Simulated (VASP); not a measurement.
The input files of a VASP run:

### INCAR
```
SYSTEM = ZrAl3
PREC = Accurate; ENCUT = 300; LREAL = .False.
LASPH = .True.
EDIFF = 1E-6; NELM = 100; ALGO = Normal
LMAXMIX = 4
ISMEAR = -1; SIGMA = 0.1
GGA = PS
ISIF = 2
LWAVE = .False.; LCHARG = .False.
```

**POSCAR**
```
ZrAl3
1
   -2.0434730000     2.0434730000     8.8210580000
    2.0434730000    -2.0434730000     8.8210580000
    2.0434730000     2.0434730000    -8.8210580000
Zr Al
2 6
Direct
  0.1187900000   0.1187900000   0.0000000000
  0.8812100000   0.8812100000   0.0000000000
  0.0000000000   0.5000000000   0.5000000000
  0.5000000000   0.0000000000   0.5000000000
  0.2500000000   0.7500000000   0.5000000000
  0.7500000000   0.2500000000   0.5000000000
  0.3747100000   0.3747100000   0.0000000000
  0.6252900000   0.6252900000   0.0000000000
```

File KPOINTS:
```
Automatic mesh
0
Gamma
7 7 7
0 0 0
```

POTCAR, in this order: Zr_sv Al (PBE.64 set). Program: vasp_std.

Q: Translate this PBEsol calculation to Ansatz.

A: One equivalent input (not run):
Ansatz 0.2 input:
```yaml
crystal:
  lattice:
    - [-2.0434730, 2.0434730, 8.8210580]
    - [2.0434730, -2.0434730, 8.8210580]
    - [2.0434730, 2.0434730, -8.8210580]
  atoms:
    - { symbol: Zr, position: [0.1187900, 0.1187900, 0.0000000] }
    - { symbol: Zr, position: [0.8812100, 0.8812100, 0.0000000] }
    - { symbol: Al, position: [0.0000000, 0.5000000, 0.5000000] }
    - { symbol: Al, position: [0.5000000, 0.0000000, 0.5000000] }
    - { symbol: Al, position: [0.2500000, 0.7500000, 0.5000000] }
    - { symbol: Al, position: [0.7500000, 0.2500000, 0.5000000] }
    - { symbol: Al, position: [0.3747100, 0.3747100, 0.0000000] }
    - { symbol: Al, position: [0.6252900, 0.6252900, 0.0000000] }
kpoints:
  mp_grid: { grid: [7, 7, 7] }
hamiltonian:
  xc: pbesol
  pseudopotentials: { kind: paw }
scf:
  occupations: { method: fermi_dirac, width: 0.1 }
  max_iter: 100
output: { forces: true, stress: true, eigenvalues: true }
```
What does not carry over: each code has its own PAW files, so the cut-off isn't converted (ENCUT is set for VASP's; basis.ecutwfc is left out, and Ansatz then takes the one that its files recommend); Ansatz stops its SCF on the density residual and VASP on the energy change (EDIFF).

The structure comes from a computed database's ZrAl3 entry; how it stands against other phases isn't given here. The cell was not relaxed at this level. The k-mesh is coarse (spacing up to 0.31 per Å, 2π included), so the numbers may not be converged in it. The run is one of a series of settings (GGA = PS, POTCAR Zr_sv Al (PBE.64 set) against the base run), some of them coarse on purpose.
